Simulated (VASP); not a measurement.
Level of theory: vdW-DF2, VASP's PBE PAW potentials (set 64) (plane waves; VASP 6.6.1).

The input files of a VASP run:

INCAR:
```
! general
SYSTEM   = Co
PREC     = Accurate
ENCUT    = 520
LREAL    = .FALSE.
LASPH    = .TRUE.
ICHARG   = 11

! electronic loop
EDIFF    = 1E-7
NELM     = 100
ALGO     = Normal
LMAXMIX  = 4

! smearing
ISMEAR   = 0
SIGMA    = 0.05

! functional
GGA      = ML
LUSE_VDW = .TRUE.
AGGAC    = 0.0
ZAB_VDW  = -1.8867

! spin
ISPIN    = 2
MAGMOM   = 1.6 1.6

! output
LWAVE    = .FALSE.
LCHARG   = .FALSE.
LORBIT   = 11
```

File POSCAR:
```
Co
1
    1.2739065507    -2.2064711171     0.0000000000
    1.2739065507     2.2064711171     0.0000000000
    0.0000000000     0.0000000000     4.1121832472
Co
2
Direct
  0.3333330000   0.6666670000   0.2500000000
  0.6666670000   0.3333330000   0.7500000000
```

File KPOINTS:
```
k-points along high-symmetry lines
10
Line-mode
Reciprocal
  0.000000   0.000000   0.000000 ! GAMMA
 -0.000000   0.500000   0.000000 ! M

 -0.000000   0.500000   0.000000 ! M
 -0.333333   0.666667   0.000000 ! K

 -0.333333   0.666667   0.000000 ! K
  0.000000   0.000000   0.000000 ! GAMMA

  0.000000   0.000000   0.000000 ! GAMMA
  0.000000   0.000000   0.500000 ! A

  0.000000   0.000000   0.500000 ! A
 -0.000000   0.500000   0.500000 ! L

 -0.000000   0.500000   0.500000 ! L
 -0.333333   0.666667   0.500000 ! H

 -0.333333   0.666667   0.500000 ! H
  0.000000   0.000000   0.500000 ! A

 -0.000000   0.500000   0.500000 ! L
 -0.000000   0.500000   0.000000 ! M

 -0.333333   0.666667   0.500000 ! H
 -0.333333   0.666667   0.000000 ! K
```

POTCAR, in this order: Co (PBE.64 set). Program: vasp_std. Read from the step before: CHGCAR.

What VASP printed:

OUTCAR:
```
 ion  position               nearest neighbor table
   1  0.333  0.667  0.250-   2 2.53   2 2.53   2 2.53   2 2.53   2 2.53   2 2.53
   2  0.667  0.333  0.750-   1 2.53   1 2.53   1 2.53   1 2.53   1 2.53   1 2.53
  LATTYP: Found a hexagonal cell.
 ALAT       =     2.5478133155
 C/A-ratio  =     1.6140049282
 Subroutine PRICEL returns:
 Original cell was already a primitive cell.
 Subroutine GETGRP returns: Found 24 space group operations
The static configuration has the point symmetry D_3d.
 The point group associated with its full space group is D_6h.
The dynamic configuration has the point symmetry D_3d.
The overall configuration has the point symmetry D_3d.
 Subroutine INISYM returns: Found 24 space group operations
   k-points           NKPTS =     90   k-points in BZ     NKDIM =     90   number of bands    NBANDS=     15
   number of dos      NEDOS =    301   number of ions     NIONS =      2
   total plane-waves  NPLWV =  12800
   dimension x,y,z NGX =    20 NGY =   20 NGZ =   32
   dimension x,y,z NGXF=    40 NGYF=   40 NGZF=   64
   ions per type =               2
   PREC   = accura    normal or accurate (medium, high low for compatibility)
   ISTART =      0    job   : 0-new  1-cont  2-samecut
   ICHARG =     11    charge: 1-file 2-atom 10-const
   ISPIN  =      2    spin polarized calculation?
   LNONCOLLINEAR =      F non collinear calculations
   LSORBIT =      F    spin-orbit coupling
   INIWAV =      1    electr: 0-lowe 1-rand  2-diag
   ENCUT  =  520.0 eV  38.22 Ry    6.18 a.u.   4.74  4.74  7.65*2*pi/ulx,y,z
   NELM   =    100;   NELMIN=  2; NELMDL= -5     # of ELM steps
   EDIFF  = 0.1E-06   stopping-criterion for ELM
   LREAL  =      F    real-space projection
   NLSPLINE    = F    spline interpolate recip. space projectors
   LMAXMIX     =    4 max onsite mixed and CHGCAR
   VOSKOWN=      0    Vosko Wilk Nusair interpolation
   EDIFFG = 0.1E-05   stopping-criterion for IOM
   NSW    =      0    number of steps for IOM
   NBLOCK =      1;   KBLOCK =      1    inner block; outer block
   IBRION =     -1    ionic relax: 0-MD 1-quasi-New 2-CG
   NFREE  =      0    steps in history (QN), initial steepest desc. (CG)
   ISIF   =      2    stress and relaxation
...
```

### OSZICAR
```
       N       E                     dE             d eps       ncg     rms          rms(c)
DAV:   1     0.871788423605E+02    0.87179E+02   -0.85643E+03  5464   0.159E+03
DAV:   2    -0.532018496955E+01   -0.92499E+02   -0.85508E+02  5407   0.252E+02
DAV:   3    -0.760913398748E+01   -0.22889E+01   -0.22302E+01  6618   0.550E+01
DAV:   4    -0.764649371782E+01   -0.37360E-01   -0.37352E-01  8387   0.537E+00
DAV:   5    -0.764670496393E+01   -0.21125E-03   -0.21125E-03  6606   0.420E-01
DAV:   6    -0.764671212117E+01   -0.71572E-05   -0.71582E-05  8311   0.513E-02
DAV:   7    -0.764671217375E+01   -0.52575E-07   -0.51067E-07  6120   0.486E-03
   1 F= -.76467122E+01 E0= -.76452521E+01  d E =-.292015E-02  mag=     3.1444
```

OUTCAR:
```



 magnetization (x)

# of ion       s       p       d       tot
------------------------------------------
    1       -0.011  -0.043   1.686   1.631
    2       -0.011  -0.043   1.686   1.631
--------------------------------------------------
tot         -0.022  -0.086   3.371   3.263
```
(Selected blocks of OUTCAR.)

File OUTCAR:
```
 val. band max:        9.3253494053   @ k =   0.0000   0.0000   0.1111

 cond. band min:       9.3447719848   @ k =   0.0000   0.3889   0.5000



 spin component 1

 k-point     1 :       0.0000    0.0000    0.0000
  band No.  band energies     occupation
      1       1.1356      1.00000
      2       4.7707      1.00000
      3       7.0761      1.00000
      4       7.0881      1.00000
      5       7.0881      1.00000
      6       7.3687      1.00000
      7       7.3687      1.00000
      8       7.6721      1.00000
      9       7.6721      1.00000
     10       8.6845      1.00000
     11       8.6845      1.00000
     12       9.7711      0.00000
     13      15.4041      0.00000
     14      31.3354      0.00000
     15      32.8581      0.00000

 k-point     2 :       0.0000    0.0556    0.0000
  band No.  band energies     occupation
      1       1.2393      1.00000
      2       4.8325      1.00000
      3       6.9527      1.00000
      4       7.1342      1.00000
      5       7.1999      1.00000
      6       7.3467      1.00000
      7       7.4095      1.00000
      8       7.6249      1.00000
      9       7.6431      1.00000
     10       8.3227      1.00000
     11       8.6971      1.00000
     12      10.2532      0.00000
     13      15.4251      0.00000
     14      30.2746      0.00000
     15      31.7372      0.00000

 k-point     3 :       0.0000    0.1111    0.0000
  band No.  band energies     occupation
      1       1.5457      1.00000
      2       5.0049      1.00000
      3       6.8004      1.00000
      4       7.2573      1.00000
      5       7.2689      1.00000
      6       7.3596      1.00000
      7       7.4067      1.00000
      8       7.5283      1.00000
      9       7.5640      1.00000
     10       7.8817      1.00000
     11       8.7291      1.00000
     12      11.1336      0.00000
     13      15.4930      0.00000
     14      27.7950      0.00000
...
```

The density is held fixed in this step, so its total energy and stress have no physical meaning.

The compound is Co in the hcp structure. It was relaxed first.
